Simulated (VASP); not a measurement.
An input for Quantum ESPRESSO's pw.x (written as the equivalent of a VASP run, and not itself run):

```
&CONTROL
  calculation = 'scf'
  pseudo_dir = './pseudo'
  outdir = './out'
  tprnfor = .true.
  tstress = .true.
/
&SYSTEM
  ibrav = 0
  nat = 7
  ntyp = 3
  ecutwfc = 98
  occupations = 'smearing'
  smearing = 'gaussian'
  degauss = 0.00735
  input_dft = 'pz'
  nspin = 2
  starting_magnetization(1) = 0.2
/
&ELECTRONS
  conv_thr = 7.3e-08
  electron_maxstep = 100
/
ATOMIC_SPECIES
  Ni 58.693 Ni.upf
  Se 78.971 Se.upf
  Pb 207.200 Pb.upf
CELL_PARAMETERS angstrom
     2.8083500    1.6214020    4.7620000
    -2.8083500    1.6214020    4.7620000
     0.0000000   -3.2428030    4.7620000
ATOMIC_POSITIONS crystal
  Ni   0.0000000  0.0000000  0.5000000
  Ni   0.5000000  0.0000000  0.0000000
  Ni   0.0000000  0.5000000  0.0000000
  Se   0.2809000  0.2809000  0.2809000
  Se   0.7191000  0.7191000  0.7191000
  Pb   0.5000000  0.5000000  0.5000000
  Pb   0.0000000  0.0000000  0.0000000
K_POINTS automatic
  1 1 1 0 0 0
```

**Question.** Write the VASP files for the same calculation (LDA).

**Answer.** One answer among several that fit: 
File POSCAR:
```
Ni3(PbSe)2
5.7612860
  0.4874519335   0.2814305695   0.8265515720
 -0.4874519335   0.2814305695   0.8265515720
  0.0000000000  -0.5628609654   0.8265515720
Ni Se Pb
3 2 2
Cart
  0.0000000000  -0.2814304827   0.4132757860
  0.2437259667   0.1407152847   0.4132757860
 -0.2437259667   0.1407152847   0.4132757860
 -0.0000000000   0.0000000488   0.6965350097
  0.0000000000   0.0000001248   1.7831197063
  0.0000000000   0.0000000868   1.2398273580
  0.0000000000   0.0000000000   0.0000000000
```

**INCAR**
```
ALGO=Normal
EDIFF=1E-6
ENCUT=300
ISIF=2
ISMEAR=0
ISPIN=2
LASPH=.True.
LCHARG=.False.
LMAXMIX=4
LORBIT=11
LREAL=.False.
LWAVE=.False.
MAGMOM=2.0 2.0 2.0 0.0 0.0 0.0 0.0
NELM=100
PREC=Accurate
SIGMA=0.1
SYSTEM=Ni3(PbSe)2
```

File KPOINTS:
```
Automatic mesh
0
Gamma
1 1 1
0 0 0
```

POTCAR, in this order: Ni Se Pb_d (LDA.64 set). Program: vasp_std.

Limits of the translation: the potentials are each code's own (VASP's PAW set, PseudoDojo norm-conserving files in pw.x), so ENCUT and ecutwfc are chosen apart and not converted; conv_thr bounds pw.x's estimated SCF error, while EDIFF bounds the energy change between steps; starting_magnetization is a fraction of the valence charge and MAGMOM a moment in μB, so they match only roughly.

The structure comes from a measured Ni3Pb2Se2 entry of the Crystallography Open Database, whose conditions weren't checked. The cell was not relaxed at this level. The k-mesh is coarse (spacing up to 1.36 per Å, 2π included), so the numbers may not be converged in it. The run is one of a series of settings (KPOINTS 1×1×1 Γ-centred mesh against the base run), some of them coarse on purpose.
